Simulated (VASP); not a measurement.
# GeB2C2 (Pmm2) in VASP: notebook

One crystal, GeB2C2, is run at these levels: PBE; tasks: relaxation of cell and atoms.

Everything below comes from runs of VASP 6.6.1. Logs are shortened: lines on timing, memory, paths and dates and some standing lists are left out, and cuts for length are marked.

**1. Starting point**

Symmetry: Pmm2, No. 25, orthorhombic system. Conventional cell: a = 2.770 Å, b = 4.122 Å, c = 4.689 Å, α = 90.00°, β = 90.00°, γ = 90.00°. Ge (site symmetry mm2) has 6 C at 2.53 to 2.63 Å and 6 B at 2.59 to 2.65 Å and 2 Ge at 2.77 Å as nearest neighbours. B (site symmetry mm2) has 3 C at 1.57 to 1.60 Å as nearest neighbours. B (site symmetry mm2) is surrounded by 3 C at 1.56 to 1.59 Å. C (site symmetry mm2) has 3 B at 1.56 to 1.57 Å as nearest neighbours. C (site symmetry mm2) has 3 B at 1.59 to 1.60 Å as nearest neighbours.

The cell was built by a generator and needn't be a form met in nature.

**2. Relaxation of cell and atoms, PBE**

File INCAR:

```
  PREC = Accurate
  ENCUT = 520
  EDIFF = 1E-6
  ISMEAR = 0
  SIGMA = 0.1
  LREAL = False
  LASPH = True
  NELM = 120
  ALGO = Normal
  ISIF = 3
  LWAVE = False
  LCHARG = False
  GGA = PE
  IBRION = 2
  NSW = 90
  EDIFFG = -0.01
  KPAR = 4
```

File KPOINTS:

```
Automatic mesh
0
Gamma
  10 8 6
```

File POSCAR:

```
GeB2C2
1.0
    2.7700000000      0.0000000000      0.0000000000
    0.0000000000      4.1220000000      0.0000000000
    0.0000000000      0.0000000000      4.6890000000
Ge B C
1 2 2
Direct
    0.0000000000      0.0000000000      0.9850714400
    0.5000000000      0.5000000000      0.8313073100
    0.0000000000      0.5000000000      0.3390914900
    0.0000000000      0.5000000000      0.6728513500
    0.5000000000      0.5000000000      0.1714651300
```

Potentials or basis: VASP PAW PBE potentials, release 64 (Ge_d, B, C).

Run with:

```bash
> cat potpaw_PBE.64/Ge_d/POTCAR potpaw_PBE.64/B/POTCAR potpaw_PBE.64/C/POTCAR > POTCAR
> mpirun -np 4 vasp_std > vasp.out
```

OUTCAR:

```text
PREC = Accurate
   ENCUT = 520
   EDIFF = 1E-6
   ISMEAR = 0
   LREAL = False
   LASPH = True
   NELM = 120
   ISIF = 3
   GGA = PE
   IBRION = 2
   NSW = 90
   EDIFFG = -0.01

 ion  position               nearest neighbor table
   1  0.000  0.000  0.985-
   2  0.500  0.500  0.831-   4 1.57   4 1.57   5 1.60
   3  0.000  0.500  0.339-   4 1.56   5 1.59   5 1.59
   4  0.000  0.500  0.673-   3 1.56   2 1.57   2 1.57
   5  0.500  0.500  0.171-   3 1.59   3 1.59   2 1.60

  LATTYP: Found a simple orthorhombic cell.
 ALAT       =     2.7700000000
 B/A-ratio  =     1.4880866426
 C/A-ratio  =     1.6927797834

  Lattice vectors:

 A1 = (   2.7700000000,   0.0000000000,   0.0000000000)
 A2 = (   0.0000000000,   4.1220000000,   0.0000000000)
 A3 = (   0.0000000000,   0.0000000000,   4.6890000000)

Analysis of symmetry for initial positions (statically):
=====================================================================
 Subroutine PRICEL returns:
 Original cell was already a primitive cell.

 Routine SETGRP: Setting up the symmetry group for a
 simple orthorhombic supercell.

 Subroutine GETGRP returns: Found  4 space group operations
 (whereof  4 operations were pure point group operations)
 out of a pool of  8 trial point group operations.

The static configuration has the point symmetry C_2v.

Analysis of symmetry for dynamics (positions and initial velocities):
=====================================================================
 Subroutine PRICEL returns:
 Original cell was already a primitive cell.

 Routine SETGRP: Setting up the symmetry group for a
 simple orthorhombic supercell.

 Subroutine GETGRP returns: Found  4 space group operations
 (whereof  4 operations were pure point group operations)
 out of a pool of  8 trial point group operations.

The dynamic configuration has the point symmetry C_2v.

 Subroutine INISYM returns: Found  4 space group operations
 (whereof  4 operations are pure point group operations),
 and found     1 'primitive' translations

----------------------------------------------------------------------------------------

                                     Primitive cell

  volume of cell :      53.5387

  direct lattice vectors                    reciprocal lattice vectors
     2.770000000  0.000000000  0.000000000     0.361010830  0.000000000  0.000000000
     0.000000000  4.122000000  0.000000000     0.000000000  0.242600679  0.000000000
     0.000000000  0.000000000  4.689000000     0.000000000  0.000000000  0.213265089

  length of vectors
     2.770000000  4.122000000  4.689000000     0.361010830  0.242600679  0.213265089

  position of ions in fractional coordinates (direct lattice)
     0.000000000  0.000000000  0.985071440
     0.500000000  0.500000000  0.831307310
     0.000000000  0.500000000  0.339091490
     0.000000000  0.500000000  0.672851350
     0.500000000  0.500000000  0.171465130

  ion indices of the primitive-cell ions
   primitive index   ion index
                 1           1
                 2           2
                 3           3
                 4           4
                 5           5

----------------------------------------------------------------------------------------

 KPOINTS: Automatic mesh

Automatic generation of k-mesh.
 Grid dimensions read from file:
 generate k-points for:   10    8    6

 Generating k-lattice:

  Cartesian coordinates                     Fractional coordinates (reciprocal lattice)
     0.036101083  0.000000000  0.000000000     0.100000000  0.000000000  0.000000000
     0.000000000  0.030325085  0.000000000     0.000000000  0.125000000  0.000000000
     0.000000000  0.000000000  0.035544181     0.000000000  0.000000000  0.166666667

  Length of vectors
     0.036101083  0.030325085  0.035544181

  Shift w.r.t. Gamma in fractional coordinates (k-lattice)
     0.000000000  0.000000000  0.000000000

 Subroutine IBZKPT returns following result:
 ===========================================

 Found    120 irreducible k-points:

 Following reciprocal coordinates:
            Coordinates               Weight
  0.000000  0.000000  0.000000      1.000000
  0.100000  0.000000  0.000000      2.000000
  0.200000  0.000000  0.000000      2.000000
  0.300000  0.000000  0.000000      2.000000
  0.400000  0.000000  0.000000      2.000000
  0.500000  0.000000  0.000000      1.000000
[... 16 lines left out ...]
  0.400000  0.375000  0.000000      4.000000
  0.500000  0.375000  0.000000      2.000000
 [... further k-points ...]
   k-points           NKPTS =    120   k-points in BZ     NKDIM =    120   number of bands    NBANDS=     18
   number of dos      NEDOS =    301   number of ions     NIONS =      5
   total plane-waves  NPLWV =  27648
   dimension x,y,z NGX =    24 NGY =   32 NGZ =   36
   dimension x,y,z NGXF=    48 NGYF=   64 NGZF=   72
   ions per type =               1   2   2
   NGX,Y,Z   is equivalent  to a cutoff of  14.40, 12.91, 12.76 a.u.
   NGXF,Y,Z  is equivalent  to a cutoff of  28.81, 25.81, 25.53 a.u.
 SYSTEM =  unknown system
   PREC   = accura    normal or accurate (medium, high low for compatibility)
   ISTART =      0    job   : 0-new  1-cont  2-samecut
   ICHARG =      2    charge: 1-file 2-atom 10-const
   ISPIN  =      1    spin polarized calculation?
   LNONCOLLINEAR =      F non collinear calculations
   LSORBIT =      F    spin-orbit coupling
   LASPH  =      T    aspherical Exc in radial PAW
   ENCUT  =  520.0 eV  38.22 Ry    6.18 a.u.   5.15  7.66  8.72*2*pi/ulx,y,z
   NELM   =    120;   NELMIN=  2; NELMDL= -5     # of ELM steps
   EDIFF  = 0.1E-05   stopping-criterion for ELM
   LREAL  =      F    real-space projection
   EDIFFG = -.1E-01   stopping-criterion for IOM
   NSW    =     90    number of steps for IOM
   IBRION =      2    ionic relax: 0-MD 1-quasi-New 2-CG
   NFREE  =      1    steps in history (QN), initial steepest desc. (CG)
   ISIF   =      3    stress and relaxation
   ISYM   =      2    0-nonsym 1-usesym 2-fastsym
   POTIM  = 0.5000    time-step for ionic-motion
   TEBEG  =    0.0;   TEEND  =   0.0 temperature during run
   PSTRESS=    0.0 pullay stress
   NELECT =      28.0000    total number of electrons
   NUPDOWN=      -1.0000    fix difference up-down
   EMIN   =  10.00;   EMAX   =-10.00  energy-range for DOS
   EFERMI =   0.00;   METHOD = LEGACY
   ISMEAR =     0;   SIGMA  =   0.10  broadening in eV -4-tet -1-fermi 0-gaus
   EFERMI_NEDOS =   21; number of points for ismear=-14 and -15
   IALGO  =     38    algorithm
   IMIX   =      4    mixing-type and parameters
     AMIX     =   0.40;   BMIX     =  1.00
     AMIX_MAG =   1.60;   BMIX_MAG =  1.00
  volume/ion in A,a.u.               =      10.71        72.26
  Fermi-wavevector in a.u.,A,eV,Ry     =   1.318980  2.492511 23.670164  1.739708
  Thomas-Fermi vector in A             =   2.448911
   LORBIT       =      0    0 simple, 1 ext, 2 COOP (PROOUT), +10 PAW based schemes
   GGA     = PE    functional components
   LHFCALC =     F    Hartree Fock is set to
   AEXX    =    0.0000 exact exchange contribution
   IVDW    =     0    specifies the selected vdW correction
   LEPSILON=     F    determine dielectric tensor
   LRPA    =     F    only Hartree local field effects (RPA)
 conjugate gradient relaxation of ions
 non-spin polarized calculation
 Gauss-broadening in eV      SIGMA  =   0.10
  energy-cutoff  :      520.00
  volume of cell :       53.54
 maximum number of plane-waves:      1464
 NGX is ok and might be reduce to    24
   NGX = 11   NGY = 15   NGZ = 17

--------------------------------------- Ionic step        1  -------------------------------------------

 number of electron      28.0000016 magnetization

 Free energy of the ion-electron system (eV)
  ---------------------------------------------------
  ext. energy  EPLUGINS =         0.00000000
  ---------------------------------------------------
  free energy    TOTEN  =       -34.59395854 eV

  energy without entropy =      -34.58944648  energy(sigma->0) =      -34.59170251

------------------------ aborting loop because EDIFF is reached ----------------------------------------

  FORCE on cell =-STRESS in cart. coord.  units (eV):
  Direction    XX          YY          ZZ          XY          YZ          ZX
  --------------------------------------------------------------------------------------
  -------------------------------------------------------------------------------------
  Total       -0.0873606      0.4452590      0.2301908      0.0000000      0.0000000      0.0000000
  in kB       -2.6143166     13.3246349      6.8885948      0.0000000      0.0000000      0.0000000
  external PRESSURE =       5.8663044 kB  Pullay stress =       0.0000000 kB
[... 98 lines left out ...]
  FREE ENERGIE OF THE ION-ELECTRON SYSTEM (eV)
  ---------------------------------------------------
  free  energy   TOTEN  =       -34.5964704871 eV

  energy  without entropy=      -34.5925144116  energy(sigma->0) =      -34.59449245

[... ionic steps 4 to 22 ...]

--------------------------------------- Ionic step       23  -------------------------------------------

 number of electron      28.0000019 magnetization

------------------------ aborting loop because EDIFF is reached ----------------------------------------
[... 73 lines left out ...]
--------------------------------------- Ionic step       25  -------------------------------------------

 number of electron      28.0000019 magnetization

 Free energy of the ion-electron system (eV)
  ---------------------------------------------------
  ext. energy  EPLUGINS =         0.00000000
  ---------------------------------------------------
  free energy    TOTEN  =       -34.60339149 eV

  energy without entropy =      -34.59940955  energy(sigma->0) =      -34.60140052

 E-fermi :   4.7567     XC(G=0): -10.6366

 val. band max:        4.7383039660   @ k =   0.5000   0.5000   0.0000
 cond. band min:       4.8009363917   @ k =   0.5000   0.2500   0.0000
 fundamental gap:      0.0626324257
 Fermi energy:         4.7567010028

 k-point     1 :       0.0000    0.0000    0.0000
  band No.  band energies     occupation
      1     -20.2128      2.00000
      2     -20.1450      2.00000
      3     -20.1393      2.00000
      4     -20.0924      2.00000
      5     -20.0779      2.00000
      6     -10.4335      2.00000
[... 481 lines left out ...]
      5     -20.0320      2.00000
      6      -6.6675      2.00000
[... 10 lines left out ...]
     17       9.0799      0.00000
     18      10.2096      0.00000

 [... further k-points ...]

------------------------ aborting loop because EDIFF is reached ----------------------------------------

  FORCE on cell =-STRESS in cart. coord.  units (eV):
  Direction    XX          YY          ZZ          XY          YZ          ZX
  --------------------------------------------------------------------------------------
  -------------------------------------------------------------------------------------
  Total        0.0187273      0.0306607      0.0201534      0.0000000      0.0000000      0.0000000
  in kB        0.5514957      0.9029186      0.5934924      0.0000000      0.0000000      0.0000000
  external PRESSURE =       0.6826356 kB  Pullay stress =       0.0000000 kB
[... 20 lines left out ...]
  FREE ENERGIE OF THE ION-ELECTRON SYSTEM (eV)
  ---------------------------------------------------
  free  energy   TOTEN  =       -34.6033914896 eV

  energy  without entropy=      -34.5994095492  energy(sigma->0) =      -34.60140052

 reached required accuracy - stopping structural energy minimisation
```

Run time: 9.9 min. Hardware: 4 MPI ranks of AMD EPYC 7R43 (Zen 3), shared host; peak memory 0.24 GiB.

What came out:

```yaml
Free_energy: -34.6034 eV
Relaxed_volume: 10.88 Å³/atom
Relaxed_cell: a = 2.766 Å, b = 4.193 Å, c = 4.692 Å, α = 90.00°, β = 90.00°, γ = 90.00°
Space_group_after_relaxing_to_0.05_Å: Pmm2 (No. 25)
Energy_gained_by_relaxing: 1.9 meV/atom
Ionic_steps: 25
Pressure_after_relaxing: 0.1 GPa
Largest_force_after_relaxing: 0.008 eV/Å
Band_gap_on_the_k_mesh: none (metal or under the smearing width)
```

Forces on the atoms (eV/Å):
```
Ge   0.000  0.000 -0.006
B    0.000  0.000  0.008
B    0.000  0.000  0.001
C    0.000  0.000 -0.003
C    0.000  0.000 -0.001
```

Step by step:
| step | energy change (eV) | largest force (eV/Å) | pressure (GPa) | volume (Å³) |
| --- | --- | --- | --- | --- |
| 1 | 0.0000 | 0.1520 | 0.59 | 53.54 |
| 2 | -0.0025 | 0.2201 | 0.13 | 53.84 |
| 3 | -0.0025 | 0.1933 | 0.24 | 53.82 |
| 4 | -0.0046 | 0.0953 | -0.12 | 54.09 |
| 5 | -0.0051 | 0.1009 | -0.28 | 54.27 |
| 6 | -0.0069 | 0.0750 | -0.17 | 54.37 |
| 7 | -0.0078 | 0.1317 | 0.06 | 54.53 |
| 8 | -0.0083 | 0.0515 | -0.11 | 54.61 |
| 9 | -0.0083 | 0.0529 | -0.11 | 54.61 |
| 10 | -0.0086 | 0.0444 | -0.09 | 54.59 |
| 11 | -0.0089 | 0.0738 | -0.09 | 54.55 |
| 12 | -0.0091 | 0.0399 | -0.10 | 54.52 |
| 13 | -0.0092 | 0.0309 | -0.10 | 54.50 |
| 14 | -0.0093 | 0.0617 | -0.04 | 54.45 |
| 15 | -0.0093 | 0.0351 | -0.16 | 54.47 |
| 16 | -0.0094 | 0.0217 | 0.08 | 54.41 |
| 17 | -0.0094 | 0.0221 | 0.00 | 54.41 |
| 18 | -0.0094 | 0.0231 | 0.09 | 54.40 |
| 19 | -0.0094 | 0.0118 | -0.01 | 54.41 |
| 20 | -0.0094 | 0.0161 | 0.01 | 54.41 |
| 21 | -0.0094 | 0.0193 | -0.02 | 54.41 |
| 22 | -0.0094 | 0.0192 | -0.02 | 54.41 |
| 23 | -0.0094 | 0.0116 | 0.00 | 54.41 |
| 24 | -0.0094 | 0.0154 | -0.01 | 54.41 |
| 25 | -0.0094 | 0.0078 | 0.07 | 54.41 |

Final structure:
```xyz
5
Lattice="2.7658 0.0000 0.0000 0.0000 4.1928 0.0000 0.0000 0.0000 4.6916" Properties=species:S:1:pos:R:3 pbc="T T T"
Ge    0.0000    0.0000    4.5582
B     1.3829    2.0964    3.9195
B     0.0000    2.0964    1.6036
C     0.0000    2.0964    3.1694
C     1.3829    2.0964    0.8230
```

**3. Relaxation of cell and atoms, PBE**

This run uses another cell than the first one, of 10.88 Å³/atom, 1.016 times its volume.

INCAR: that of step 2 with these lines changed.

```diff
@@ -2,3 +2,3 @@
   ENCUT = 520
-  EDIFF = 1E-6
+  EDIFF = 1E-7
   ISMEAR = 0
@@ -14,4 +14,5 @@
   IBRION = 2
-  NSW = 90
-  EDIFFG = -0.01
+  NSW = 60
+  EDIFFG = -0.005
+  POTIM = 0.3
   KPAR = 4
```

KPOINTS is that of step 2.

File POSCAR:

```
GeB2C2                                  
1.0
    2.7657902308      0.0000000000      0.0000000000
    0.0000000000      4.1928024097      0.0000000000
    0.0000000000      0.0000000000      4.6915980499
  Ge              B               C             
     1     2     2
Direct
     0.0000000000000000    0.0000000000000000    0.9715756583479691
     0.5000000000000000    0.5000000000000000    0.8354356003215498
     0.0000000000000000    0.5000000000000000    0.3417967098570895
     0.0000000000000000    0.5000000000000000    0.6755556611684983
     0.5000000000000000    0.5000000000000000    0.1754230903048964
```

Potentials or basis: VASP PAW PBE potentials, release 64 (Ge_d, B, C).

Run with:

```bash
> cat potpaw_PBE.64/Ge_d/POTCAR potpaw_PBE.64/B/POTCAR potpaw_PBE.64/C/POTCAR > POTCAR
> mpirun -np 4 vasp_std > vasp.out
```

It took 5.4 min on 4 MPI ranks of AMD EPYC 7R43 (Zen 3), shared host; peak memory 0.23 GiB.

It converged, with:

```yaml
Free_energy: -34.6038 eV
Relaxed_volume: 10.89 Å³/atom
Relaxed_cell: a = 2.766 Å, b = 4.196 Å, c = 4.692 Å, α = 90.00°, β = 90.00°, γ = 90.00°
Space_group_after_relaxing_to_0.05_Å: Pmm2 (No. 25)
Energy_gained_by_relaxing: 0.0 meV/atom
Ionic_steps: 12
Pressure_after_relaxing: 0.0 GPa
Largest_force_after_relaxing: 0.004 eV/Å
Band_gap_on_the_k_mesh: none (metal or under the smearing width)
```

Forces on the atoms (eV/Å):
```
Ge   0.000  0.000 -0.002
B    0.000  0.000 -0.001
B    0.000  0.000  0.004
C    0.000  0.000 -0.001
C    0.000  0.000  0.000
```

Final structure:
```cif
data_structure
_symmetry_space_group_name_H-M 'P 1'
_symmetry_Int_Tables_number 1
_cell_length_a 2.7658
_cell_length_b 4.1964
_cell_length_c 4.6921
_cell_angle_alpha 90.000
_cell_angle_beta 90.000
_cell_angle_gamma 90.000
_cell_volume 54.46
loop_
_atom_site_label
_atom_site_type_symbol
_atom_site_fract_x
_atom_site_fract_y
_atom_site_fract_z
_atom_site_occupancy
Ge1 Ge 0.00000 0.00000 0.97090 1
B1 B 0.50000 0.50000 0.83570 1
B2 B 0.00000 0.50000 0.34189 1
C1 C 0.00000 0.50000 0.67571 1
C2 C 0.50000 0.50000 0.17559 1
```

Levels at points of the mesh, in eV from the Fermi level:
| k point | band 12 | band 13 | band 14 | band 15 | band 16 | band 17 |
| --- | --- | --- | --- | --- | --- | --- |
| (0.00, 0.00, 0.00) | -0.89 | -0.30 | 0.06 | 0.97 | 2.20 | 5.85 |
| (0.50, 0.00, 0.00) | -2.77 | -2.08 | -1.61 | -1.26 | 3.67 | 3.78 |
| (0.00, 0.50, 0.00) | -1.39 | -0.28 | 0.11 | 3.05 | 3.69 | 5.41 |
| (0.50, 0.50, 0.00) | -5.03 | -4.83 | -0.01 | 1.70 | 1.74 | 4.88 |
| (0.00, 0.00, 0.50) | -3.15 | -2.22 | -1.83 | -0.17 | 6.31 | 7.26 |
| (0.50, 0.00, 0.50) | -2.73 | -1.39 | -1.32 | -1.28 | 0.84 | 2.86 |
| (0.00, 0.50, 0.50) | -2.09 | -1.80 | 0.88 | 3.88 | 3.89 | 6.42 |
| (0.50, 0.50, 0.50) | -2.75 | -2.60 | -2.17 | 0.83 | 4.82 | 5.12 |
